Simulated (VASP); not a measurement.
These are r2SCAN meta-GGA, VASP's PBE PAW potentials (set 64) (plane waves; VASP) values and carry that method's errors.

A VASP calculation is set up with these files.

**INCAR**
```
# general
SYSTEM =Ca
PREC   =Accurate
ENCUT  =400   # plane-wave cut-off (eV)
LREAL  =.FALSE.   # projection in real space or not
LASPH  =.TRUE.

# electronic loop
EDIFF  =1E-6   # SCF stop (eV)
NELM   =100   # most electronic steps
ALGO   =Normal   # blocked Davidson
LMIXTAU=.TRUE.

# smearing
ISMEAR =1   # Methfessel-Paxton
SIGMA  =0.1

# functional
METAGGA=R2SCAN

# ions
IBRION =2   # conjugate gradients
NSW    =60   # most ionic steps
ISIF   =3
EDIFFG =-0.01   # ionic stop

# output
LWAVE  =.FALSE.
LCHARG =.FALSE.
```

File KPOINTS:
```
Automatic mesh
0
Gamma
9 9 9
0 0 0
```

File POSCAR:
```
Ca
1
    3.6505100000     0.0000000000     0.0000000000
    0.0000000000     3.6505100000     0.0000000000
    0.0000000000     0.0000000000     3.6505100000
Ca
1
Direct
  0.0000000000   0.0000000000   0.0000000000
```

POTCAR, in this order: Ca_sv (PBE.64 set). Program: vasp_std.

What VASP printed:

File OSZICAR:
```
       N       E                     dE             d eps       ncg     rms          rms(c)
DAV:   1     0.499167002425E+02    0.49917E+02   -0.46653E+03   638   0.846E+02
DAV:   2    -0.734693702068E+01   -0.57264E+02   -0.56955E+02   657   0.216E+02
DAV:   3    -0.874561334660E+01   -0.13987E+01   -0.13888E+01  1030   0.331E+01
DAV:   4    -0.879076080921E+01   -0.45147E-01   -0.45159E-01   887   0.455E+00
DAV:   5    -0.879147932438E+01   -0.71852E-03   -0.71806E-03  1081   0.415E-01    0.518E-01
DAV:   6    -0.681745906299E+01    0.19740E+01   -0.37784E+00   923   0.157E+01    0.251E+00
DAV:   7    -0.694208825079E+01   -0.12463E+00   -0.28005E-02   915   0.166E+00    0.267E+00
DAV:   8    -0.692276928801E+01    0.19319E-01   -0.60214E-02   776   0.290E+00    0.161E+00
DAV:   9    -0.662759338975E+01    0.29518E+00   -0.39899E-01   738   0.474E+00    0.267E-01
DAV:  10    -0.663014946155E+01   -0.25561E-02   -0.20055E-02   938   0.960E-01    0.262E-01
DAV:  11    -0.663357322812E+01   -0.34238E-02   -0.92940E-03   666   0.132E+00    0.896E-01
DAV:  12    -0.664406976509E+01   -0.10497E-01   -0.95255E-03   660   0.124E+00    0.397E-01
DAV:  13    -0.663624184683E+01    0.78279E-02   -0.21676E-02   794   0.178E+00    0.191E+00
DAV:  14    -0.660924274543E+01    0.26999E-01   -0.70474E-03   757   0.101E+00    0.150E+00
DAV:  15    -0.661380539211E+01   -0.45626E-02   -0.75001E-02   795   0.290E+00    0.587E-01
DAV:  16    -0.660757095363E+01    0.62344E-02   -0.52675E-03   999   0.646E-01    0.484E-01
DAV:  17    -0.660311041688E+01    0.44605E-02   -0.17634E-02   638   0.169E+00    0.209E-02
DAV:  18    -0.660347723929E+01   -0.36682E-03   -0.84791E-04  1026   0.223E-01    0.282E-02
DAV:  19    -0.660321691003E+01    0.26033E-03   -0.24302E-04   892   0.187E-01    0.108E-01
DAV:  20    -0.660357884584E+01   -0.36194E-03   -0.70266E-04   671   0.369E-01    0.190E-01
DAV:  21    -0.660296723122E+01    0.61161E-03   -0.43321E-04   670   0.243E-01    0.115E-01
DAV:  22    -0.660296746227E+01   -0.23105E-06   -0.31504E-04   665   0.130E-01    0.708E-02
DAV:  23    -0.660296803576E+01   -0.57349E-06   -0.26520E-05   937   0.564E-02    0.411E-02
DAV:  24    -0.660292814222E+01    0.39894E-04   -0.92442E-06   947   0.389E-02    0.209E-02
DAV:  25    -0.660292913046E+01   -0.98824E-06   -0.95681E-05   674   0.946E-02    0.457E-03
DAV:  26    -0.660293391827E+01   -0.47878E-05   -0.11266E-05   771   0.383E-02    0.814E-03
DAV:  27    -0.660293077200E+01    0.31463E-05   -0.32592E-06   845   0.170E-02    0.959E-03
DAV:  28    -0.660292933087E+01    0.14411E-05   -0.39218E-06   657   0.239E-02    0.479E-03
DAV:  29    -0.660292795320E+01    0.13777E-05   -0.88875E-07   617   0.113E-02    0.966E-04
DAV:  30    -0.660292768788E+01    0.26532E-06   -0.10715E-07   354   0.375E-03
   1 F= -.66029277E+01 E0= -.66028878E+01  d E =-.660293E+01
       N       E                     dE             d eps       ncg     rms          rms(c)
DAV:   1    -0.677185165252E+01   -0.16892E+00   -0.49950E+00   639   0.278E+01    0.226E+00
DAV:   2    -0.665207579970E+01    0.11978E+00   -0.46624E-01   748   0.814E+00    0.138E+00
DAV:   3    -0.661258894529E+01    0.39487E-01   -0.30404E-01   908   0.506E+00    0.516E-01
DAV:   4    -0.661791031760E+01   -0.53214E-02   -0.42976E-02   851   0.225E+00    0.122E-01
DAV:   5    -0.661578928970E+01    0.21210E-02   -0.10015E-02   632   0.876E-01    0.790E-02
DAV:   6    -0.661782138759E+01   -0.20321E-02   -0.24671E-03  1034   0.345E-01    0.771E-02
DAV:   7    -0.661593195281E+01    0.18894E-02   -0.97947E-04   683   0.279E-01    0.402E-02
DAV:   8    -0.661601415419E+01   -0.82201E-04   -0.19256E-04   814   0.145E-01    0.278E-02
DAV:   9    -0.661585383173E+01    0.16032E-03   -0.36297E-05   758   0.375E-02    0.222E-02
DAV:  10    -0.661572399436E+01    0.12984E-03   -0.96287E-05   641   0.869E-02    0.138E-02
DAV:  11    -0.661572545993E+01   -0.14656E-05   -0.88212E-06   990   0.230E-02    0.145E-02
DAV:  12    -0.661572164019E+01    0.38197E-05   -0.65541E-06   701   0.327E-02    0.670E-04
DAV:  13    -0.661572109016E+01    0.55003E-06   -0.66185E-07   640   0.117E-02
   2 F= -.66157211E+01 E0= -.66155699E+01  d E =-.127934E-01
       N       E                     dE             d eps       ncg     rms          rms(c)
DAV:   1    -0.700461454526E+01   -0.38889E+00   -0.11880E+01   639   0.425E+01    0.359E+00
DAV:   2    -0.670554353434E+01    0.29907E+00   -0.10761E+00   684   0.128E+01    0.207E+00
DAV:   3    -0.660411002315E+01    0.10143E+00   -0.63485E-01   905   0.751E+00    0.658E-01
DAV:   4    -0.662518539505E+01   -0.21075E-01   -0.71828E-02   864   0.295E+00    0.157E-01
DAV:   5    -0.662704671612E+01   -0.18613E-02   -0.15348E-02   632   0.132E+00    0.861E-02
DAV:   6    -0.662468704232E+01    0.23597E-02   -0.51671E-03   924   0.379E-01    0.119E-01
DAV:   7    -0.662630075049E+01   -0.16137E-02   -0.14343E-03  1036   0.310E-01    0.664E-02
DAV:   8    -0.662538552792E+01    0.91522E-03   -0.16974E-04   648   0.171E-01    0.220E-02
DAV:   9    -0.662533112067E+01    0.54407E-04   -0.68184E-05   693   0.101E-01    0.728E-03
DAV:  10    -0.662450637137E+01    0.82475E-03   -0.23851E-04   631   0.210E-01    0.927E-03
DAV:  11    -0.662448384480E+01    0.22527E-04   -0.24019E-05   871   0.439E-02    0.161E-03
DAV:  12    -0.662448461579E+01   -0.77099E-06   -0.14713E-06   572   0.118E-02
   3 F= -.66244846E+01 E0= -.66245951E+01  d E =-.215569E-01
       N       E                     dE             d eps       ncg     rms          rms(c)
DAV:   1    -0.662914609255E+01   -0.46622E-02   -0.14887E-01   639   0.489E+00    0.380E-01
DAV:   2    -0.662558958516E+01    0.35565E-02   -0.14201E-02   788   0.136E+00    0.242E-01
DAV:   3    -0.662498536938E+01    0.60422E-03   -0.10236E-02   942   0.881E-01    0.107E-01
DAV:   4    -0.662467012483E+01    0.31524E-03   -0.13400E-03   809   0.339E-01    0.280E-02
DAV:   5    -0.662453378728E+01    0.13634E-03   -0.27124E-04   692   0.117E-01    0.159E-02
DAV:   6    -0.662466269324E+01   -0.12891E-03   -0.95363E-05  1037   0.681E-02    0.120E-02
DAV:   7    -0.662456089742E+01    0.10180E-03   -0.40141E-05   635   0.587E-02    0.465E-03
DAV:   8    -0.662455878431E+01    0.21131E-05   -0.25743E-06   833   0.181E-02    0.385E-03
DAV:   9    -0.662455694987E+01    0.18344E-05   -0.13919E-06   648   0.832E-03    0.327E-04
DAV:  10    -0.662455722028E+01   -0.27041E-06   -0.35271E-07   328   0.764E-03
   4 F= -.66245572E+01 E0= -.66247227E+01  d E =-.216295E-01
```

**OUTCAR**
```
------------------------ aborting loop because EDIFF is reached ----------------------------------------
  FORCE on cell =-STRESS in cart. coord.  units (eV):
  Direction    XX          YY          ZZ          XY          YZ          ZX
  --------------------------------------------------------------------------------------
  Total        0.0039752      0.0039752      0.0039752     -0.0000000     -0.0000000      0.0000000
  in kB        0.1489380      0.1489380      0.1489380     -0.0000000     -0.0000000      0.0000000
  external PRESSURE =       0.1489380 kB  Pullay stress =       0.0000000 kB
  volume of cell :       42.76
      direct lattice vectors                 reciprocal lattice vectors
     3.496937273  0.000000000 -0.000000000     0.285964523  0.000000000 -0.000000000
    -0.000000000  3.496937273 -0.000000000    -0.000000000  0.285964523 -0.000000000
     0.000000000  0.000000000  3.496937273     0.000000000  0.000000000  0.285964523
 POSITION                                       TOTAL-FORCE (eV/Angst)
 -----------------------------------------------------------------------------------
      0.00000      0.00000      0.00000        -0.000000      0.000000      0.000000
 -----------------------------------------------------------------------------------
    total drift:                                0.000000      0.000000     -0.000000
  FREE ENERGIE OF THE ION-ELECTRON SYSTEM (eV)
  ---------------------------------------------------
  free  energy   TOTEN  =        -6.6245572203 eV

  energy  without entropy=       -6.6250536933  energy(sigma->0) =       -6.62472271

 reached required accuracy - stopping structural energy minimisation
```
(Selected blocks of OUTCAR.)

### CONTCAR
```
Ca
   1.00000000000000
     3.4969372730689265    0.0000000000000000   -0.0000000000000000
    -0.0000000000000000    3.4969372730689265   -0.0000000000000000
     0.0000000000000000    0.0000000000000000    3.4969372730689265
  Ca
     1
Direct
     0.0000000000000000    0.0000000000000000    0.0000000000000000
```

Energy and stress use the plane-wave basis of the starting cell.

The structure was generated: Ca was put into the simple-cubic type (Pm-3m), which need not be its known phase. This run relaxes it. Symmetry was kept, so distortions that lower it aren't found.
